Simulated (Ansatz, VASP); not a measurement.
## Cross-check of WC (Qusongite) between VASP and Ansatz

Aim: how closely do two programs agree when they are given the same cell, functional and k mesh? The cell is taken from a series of runs on this material, whose earlier steps may have relaxed, scaled, displaced or heated it; both programs get it as it stands.

Program: Ansatz 0.2.0. Level of theory: plane waves, with VASP 6.6.1 beside it; zone-centre phonons at PBEsol. Results are calculated unless marked as measured.

## Step 1: Set-up

It takes space group P-6m2 (No. 187, hexagonal). Conventional cell: a = 2.790 Å, b = 2.790 Å, c = 2.746 Å, α = 90.00°, β = 90.00°, γ = 120.00°. C has 6 W at 2.12 Å nearest. Nearest to W lie 6 C at 2.12 Å. Farther neighbours are not listed.

As a file:

```xyz
2
Lattice="2.7905 0.0000 0.0000 -1.3952 2.4166 0.0000 0.0000 0.0000 2.7464" Properties=species:S:1:pos:R:3 pbc="T T T"
C     1.3952    0.8055    1.3732
W     0.0000    0.0000    0.0000
```

## Step 2: VASP: zone-centre phonons, PBEsol

Second derivatives magnify differences that forces hide, and they need a tight electronic threshold.

Lines of VASP's logs that name or quote its potential files are left out, and so is its time.

File INCAR:

```
SYSTEM = WC
PREC = Accurate
ENCUT = 600
EDIFF = 1E-08
NELM = 120
ISMEAR = 1
SIGMA = 0.2
LREAL = .FALSE.
ALGO = Normal
GGA = PS
NBANDS = 11
LASPH = .TRUE.
LORBIT = 11
LWAVE = .FALSE.
LCHARG = .FALSE.
ISIF = 2
IBRION = 8
GGA_COMPAT = .FALSE.
KPAR = 2
```

File POSCAR:

```
WC
1.0
    2.7904693556      0.0000000000      0.0000000000
   -1.3952346778      2.4166173504      0.0000000000
    0.0000000000      0.0000000000      2.7463602099
C W
1 1
Direct
    0.6666666667      0.3333333333      0.5000000000
    0.0000000000      0.0000000000      0.0000000000
```

File KPOINTS:

```
Automatic mesh
0
Gamma
18 18 16
0 0 0
```

The projector-augmented-wave data sets are C and W (PBE family, release 64).

The run is started by

```
$ mpirun -np 2 vasp_std
```

Numbers of over 12 decimals in the logs are rounded to 6 here.

The program printed:

```text
[banner, memory and clock lines left out]
running    2 mpi-ranks, on    1 nodes
 distrk:  each k-point on    1 cores,    2 groups
 distr:  one band on    1 cores,    1 groups

 POSCAR found type information on POSCAR C W
 POSCAR found :  2 types and       2 ions
|                                                                             |
|               ----> ADVICE to this user running VASP <----                  |
|                                                                             |
|     You enforced a specific xc type in the INCAR file but a different       |
|     [... a line on the potential file left out ...]
|     I HOPE YOU KNOW WHAT YOU ARE DOING!                                     |
|                                                                             |

 LDA part: xc-table for (Slater+PW92), standard interpolation
 POSCAR, INCAR and KPOINTS ok, starting setup
 FFT: planning ... GRIDC
 FFT: planning ... GRID_SOFT
 FFT: planning ... GRID
 WAVECAR not read
 entering main loop
       N       E                     dE             d eps       ncg     rms          rms(c)
DAV:   1     0.307117404539E+02    0.30712E+02   -0.55332E+03  7326   0.937E+02
DAV:   2    -0.245090247876E+02   -0.55221E+02   -0.52611E+02  8433   0.223E+02
DAV:   3    -0.266091213749E+02   -0.21001E+01   -0.20744E+01  9116   0.366E+01
DAV:   4    -0.266213377843E+02   -0.12216E-01   -0.12213E-01  8068   0.319E+00
DAV:   5    -0.266213886279E+02   -0.50844E-04   -0.50843E-04  8917   0.202E-01    0.423E+01
DAV:   6    -0.237851046807E+02    0.28363E+01   -0.11213E+01  8624   0.214E+01    0.157E+01
DAV:   7    -0.237071008451E+02    0.78004E-01   -0.49234E-01  7666   0.588E+00    0.964E+00
DAV:   8    -0.236669328890E+02    0.40168E-01   -0.57318E-02  7965   0.172E+00    0.171E+00
DAV:   9    -0.236628039284E+02    0.41290E-02   -0.11516E-02  8103   0.720E-01    0.188E-01
DAV:  10    -0.236628066709E+02   -0.27425E-05   -0.62695E-04  8496   0.194E-01    0.908E-02
DAV:  11    -0.236627991040E+02    0.75669E-05   -0.51250E-05  8774   0.556E-02    0.706E-03
DAV:  12    -0.236627979980E+02    0.11059E-05   -0.20128E-06  8124   0.105E-02    0.122E-02
DAV:  13    -0.236627981317E+02   -0.13361E-06   -0.23090E-07  8312   0.396E-03    0.121E-03
DAV:  14    -0.236627981146E+02    0.17014E-07   -0.48815E-09  4530   0.587E-04    0.125E-03
DAV:  15    -0.236627981468E+02   -0.32163E-07   -0.76772E-10  3987   0.307E-04    0.287E-04
DAV:  16    -0.236627981451E+02    0.16771E-08   -0.62743E-11  3855   0.106E-04
   1 F= -.23662798E+02 E0= -.23662777E+02  d E =-.620926E-04
 Linear response reoptimize wavefunctions to high precision
DAV:   1    -0.236627981459E+02   -0.80240E-09   -0.24181E-11  4152   0.399E-05
DAV:   2    -0.236627981459E+02    0.61391E-11   -0.27721E-12  3813   0.176E-05
 Linear response DOF=           4
 Linear response progress:
  Degree of freedom:   1/  4
       N       E                     dE             d eps       ncg     rms          rms(c)
RMM:   1    -0.119479061862E+00   -0.11948E+00    0.55914E-02 78111   0.209E+00
RMM:   2    -0.118363491047E+00    0.11156E-02   -0.21251E-03 50669   0.451E-01    0.247E-01
RMM:   3    -0.118587498110E+00   -0.22401E-03   -0.53516E-04 47963   0.160E-01    0.131E-01
RMM:   4    -0.119468350440E+00   -0.88085E-03   -0.40860E-04 48124   0.134E-01    0.293E-02
RMM:   5    -0.119433502343E+00    0.34848E-04   -0.61485E-06 52864   0.227E-02    0.166E-03
RMM:   6    -0.119453376121E+00   -0.19874E-04   -0.45433E-07 52708   0.327E-03    0.695E-04
RMM:   7    -0.119449035132E+00    0.43410E-05   -0.15676E-08 53377   0.525E-04    0.902E-05
RMM:   8    -0.119449303896E+00   -0.26876E-06   -0.30038E-08 54551   0.988E-05    0.531E-05
RMM:   9    -0.119449122738E+00    0.18116E-06   -0.16661E-08 55724   0.239E-05    0.553E-06
RMM:  10    -0.119449091867E+00    0.30870E-07   -0.35256E-09 53442   0.602E-06    0.240E-06
RMM:  11    -0.119449084807E+00    0.70607E-08   -0.23469E-09 45428   0.302E-06    0.556E-08
 first order change of Fermi-energy   0.68901E-05
 force on displaced ion       1 direction 1 : -22.476   0.002   0.000
 Linear response progress:
  Degree of freedom:   2/  4
       N       E                     dE             d eps       ncg     rms          rms(c)
RMM:   1    -0.124583683536E+00   -0.12458E+00    0.67331E-02 27517   0.221E+00
RMM:   2    -0.123969305844E+00    0.61438E-03   -0.22583E-03 17969   0.475E-01    0.213E-01
RMM:   3    -0.123998744270E+00   -0.29438E-04   -0.93220E-04 16919   0.206E-01    0.103E-01
RMM:   4    -0.125004658975E+00   -0.10059E-02   -0.66034E-04 17205   0.161E-01    0.230E-02
RMM:   5    -0.125007300077E+00   -0.26411E-05   -0.14878E-05 18446   0.298E-02    0.348E-03
RMM:   6    -0.125049619689E+00   -0.42320E-04   -0.11479E-06 18030   0.716E-03    0.486E-04
RMM:   7    -0.125049322943E+00    0.29675E-06   -0.43734E-08 18983   0.118E-03    0.128E-04
RMM:   8    -0.125048952728E+00    0.37022E-06   -0.28529E-09 18966   0.141E-04    0.563E-05
RMM:   9    -0.125048676762E+00    0.27597E-06   -0.32142E-09 19452   0.330E-05    0.907E-06
RMM:  10    -0.125048613922E+00    0.62840E-07   -0.29842E-09 19461   0.148E-05    0.906E-07
RMM:  11    -0.125048606635E+00    0.72874E-08   -0.10750E-09 18168   0.415E-06    0.558E-07
 first order change of Fermi-energy   0.22922E-03
 force on displaced ion       1 direction 3 :  -0.000  -0.000 -23.236
 Linear response progress:
  Degree of freedom:   3/  4
       N       E                     dE             d eps       ncg     rms          rms(c)
RMM:   1    -0.110793661897E+00   -0.11079E+00   -0.83249E-02 65970   0.204E+00
RMM:   2    -0.107698944960E+00    0.30947E-02   -0.20390E-03 49730   0.373E-01    0.234E-01
RMM:   3    -0.106768349645E+00    0.93060E-03   -0.32709E-04 52225   0.114E-01    0.138E-01
RMM:   4    -0.106372466729E+00    0.39588E-03   -0.52731E-04 52549   0.144E-01    0.218E-02
RMM:   5    -0.106388565990E+00   -0.16099E-04    0.16753E-06 54489   0.168E-02    0.409E-03
RMM:   6    -0.106391342339E+00   -0.27763E-05   -0.19142E-07 54179   0.220E-03    0.143E-03
RMM:   7    -0.106391109283E+00    0.23306E-06    0.51317E-08 54192   0.963E-04    0.106E-04
RMM:   8    -0.106390346769E+00    0.76251E-06   -0.15098E-07 55594   0.191E-04    0.222E-05
RMM:   9    -0.106390357698E+00   -0.10929E-07   -0.30045E-08 56859   0.338E-05    0.532E-06
RMM:  10    -0.106390343083E+00    0.14615E-07    0.34498E-09 55015   0.725E-06    0.155E-06
RMM:  11    -0.106390342244E+00    0.83968E-09   -0.12733E-09 43241   0.383E-06    0.442E-07
 first order change of Fermi-energy  -0.60482E-04
 force on displaced ion       2 direction 1 : -22.480   0.002   0.000
 Linear response progress:
  Degree of freedom:   4/  4
       N       E                     dE             d eps       ncg     rms          rms(c)
RMM:   1    -0.116689254866E+00   -0.11669E+00   -0.88445E-02 24031   0.208E+00
RMM:   2    -0.113023062658E+00    0.36662E-02   -0.23078E-03 17513   0.420E-01    0.186E-01
RMM:   3    -0.112389381318E+00    0.63368E-03   -0.22470E-04 18374   0.106E-01    0.103E-01
RMM:   4    -0.112323922416E+00    0.65459E-04   -0.36636E-04 18335   0.130E-01    0.150E-02
RMM:   5    -0.112336266190E+00   -0.12344E-04   -0.30512E-06 19226   0.141E-02    0.518E-03
RMM:   6    -0.112349200608E+00   -0.12934E-04    0.85508E-08 19158   0.212E-03    0.117E-03
RMM:   7    -0.112349902028E+00   -0.70142E-06    0.53745E-09 18890   0.713E-04    0.202E-04
RMM:   8    -0.112349596768E+00    0.30526E-06   -0.70493E-09 19552   0.144E-04    0.367E-05
RMM:   9    -0.112349311010E+00    0.28576E-06    0.17886E-09 19759   0.534E-05    0.493E-06
RMM:  10    -0.112349288962E+00    0.22048E-07    0.31744E-09 20048   0.124E-05    0.114E-06
RMM:  11    -0.112349289836E+00   -0.87446E-09   -0.74019E-10 17073   0.425E-06    0.381E-07
 first order change of Fermi-energy  -0.57986E-03
 force on displaced ion       2 direction 3 :  -0.000   0.000 -23.232
 Linear response finished
```

OUTCAR, selected parts (step 2):

```text
ion  position               nearest neighbor table
   1  0.667  0.333  0.500-   2 2.12   2 2.12   2 2.12   2 2.12   2 2.12   2 2.12
   2  0.000  0.000  0.000-   1 2.12   1 2.12   1 2.12   1 2.12   1 2.12   1 2.12

  LATTYP: Found a hexagonal cell.
 ALAT       =     2.7904693556
 C/A-ratio  =     0.9841929295

 Subroutine GETGRP returns: Found 12 space group operations
 (whereof 12 operations were pure point group operations)

The static configuration has the point symmetry D_3h.

 Found    333 irreducible k-points:

   k-points           NKPTS =    333   k-points in BZ     NKDIM =    333   number of bands    NBANDS=     11

   dimension x,y,z NGX =    24 NGY =   24 NGZ =   24
   dimension x,y,z NGXF=    48 NGYF=   48 NGZF=   48

   ENCUT  =  600.0 eV  44.10 Ry    6.64 a.u.   5.57  5.57  5.49*2*pi/ulx,y,z

   NELECT =      10.0000    total number of electrons

 k-points in reciprocal lattice and weights: Automatic mesh
   0.00000000  0.00000000  0.00000000       0.000
   0.05555556  0.00000000  0.00000000       0.001
   0.11111111  0.00000000  0.00000000       0.001
   0.16666667  0.00000000  0.00000000       0.001
   0.22222222  0.00000000  0.00000000       0.001
   0.27777778 -0.00000000  0.00000000       0.001
   0.33333333  0.00000000  0.00000000       0.001
   0.38888889  0.00000000  0.00000000       0.001
   0.44444444  0.00000000  0.00000000       0.001
[...]
0.33333333  0.27777778  0.50000000       0.002
   0.33333333  0.33333333  0.50000000       0.000

 average (electrostatic) potential at core
       1 -44.8367       2 -35.2552

  Total        6.3045784      6.3045784      6.4550351      0.0000000     -0.0000000      0.0000000
  in kB      545.4111176    545.4111175    558.4271740      0.0000000     -0.0000000      0.0000000
  external PRESSURE =     549.7498030 kB  Pullay stress =       0.0000000 kB

  energy-cutoff  :      600.00
  volume of cell :       18.52
      direct lattice vectors                 reciprocal lattice vectors
     2.790469356  0.000000000  0.000000000     0.358362653  0.206900774  0.000000000
    -1.395234678  2.416617350  0.000000000     0.000000000  0.413801548  0.000000000
     0.000000000  0.000000000  2.746360210     0.000000000  0.000000000  0.364118296

 POSITION                                       TOTAL-FORCE (eV/Angst)
 -----------------------------------------------------------------------------------
      1.39523      0.80554      1.37318        -0.000000      0.000000      0.000000
      0.00000      0.00000      0.00000         0.000000      0.000000      0.000000
 -----------------------------------------------------------------------------------
    total drift:                               -0.000000      0.000000      0.000000

 Eigenvectors and eigenvalues of the dynamical matrix
 ----------------------------------------------------

   1 f  =   22.442940 THz   141.013150 2PiTHz  748.615891 cm-1    92.816499 meV
             X         Y         Z           dx          dy          dz
      1.395235  0.805539  1.373180     0.000000   -0.000000   -0.968857
      0.000000  0.000000  0.000000     0.000000    0.000000    0.247620

   2 f  =   22.073362 THz   138.691026 2PiTHz  736.288116 cm-1    91.288051 meV
             X         Y         Z           dx          dy          dz
      1.395235  0.805539  1.373180    -0.968848    0.000000    0.000000
      0.000000  0.000000  0.000000     0.247658    0.000000    0.000000

   3 f  =   22.073362 THz   138.691026 2PiTHz  736.288116 cm-1    91.288051 meV
             X         Y         Z           dx          dy          dz
      1.395235  0.805539  1.373180     0.000000    0.968848   -0.000000
      0.000000  0.000000  0.000000     0.000000   -0.247658    0.000000

   4 f/i=    0.000388 THz     0.002438 2PiTHz    0.012944 cm-1     0.001605 meV
             X         Y         Z           dx          dy          dz
      1.395235  0.805539  1.373180     0.000000   -0.000000    0.247620
      0.000000  0.000000  0.000000     0.000000   -0.000001    0.968857

   5 f/i=    0.000469 THz     0.002944 2PiTHz    0.015631 cm-1     0.001938 meV
             X         Y         Z           dx          dy          dz
      1.395235  0.805539  1.373180    -0.247658    0.000000    0.000000
      0.000000  0.000000  0.000000    -0.968848    0.000000    0.000000

   6 f/i=    0.000469 THz     0.002944 2PiTHz    0.015631 cm-1     0.001938 meV
             X         Y         Z           dx          dy          dz
      1.395235  0.805539  1.373180     0.000000   -0.247658   -0.000000
      0.000000  0.000000  0.000000     0.000000   -0.968848   -0.000001

 ELASTIC MODULI CONTR FROM IONIC RELAXATION (kBar)
 Direction    XX          YY          ZZ          XY          YZ          ZX
 --------------------------------------------------------------------------------
 XX        -460.8543    460.8543      0.0000      0.0000      0.0000      0.0000
 YY         460.8543   -460.8543      0.0000     -0.0000      0.0000      0.0000
 ZZ           0.0000      0.0000      0.0000      0.0000      0.0000      0.0000
 XY           0.0000     -0.0000      0.0000   -460.8543      0.0000      0.0000
 YZ           0.0000      0.0000      0.0000      0.0000      0.0000      0.0000
 ZX           0.0000      0.0000      0.0000      0.0000      0.0000      0.0000
 --------------------------------------------------------------------------------
```

The PAW data sets were made with PBE, which is usual practice but a small mismatch for other functionals. The data set W keeps the semicore shell frozen, which is cheaper and a little less accurate.

(Continued in part 2 of 2.)

[Lines on the potential files, build, host, timing and source positions are cut from VASP's logs without a mark.]

[Logs are printed without paths, hosts, clocks, repeated set-up lines and the standing remarks that a program may print on its own settings, such as how far it seeks lower states.]

[Hosts, paths, dates, database ids (printed as entryN), source tags and the programs' standing remarks are cut or masked in the printed files.]
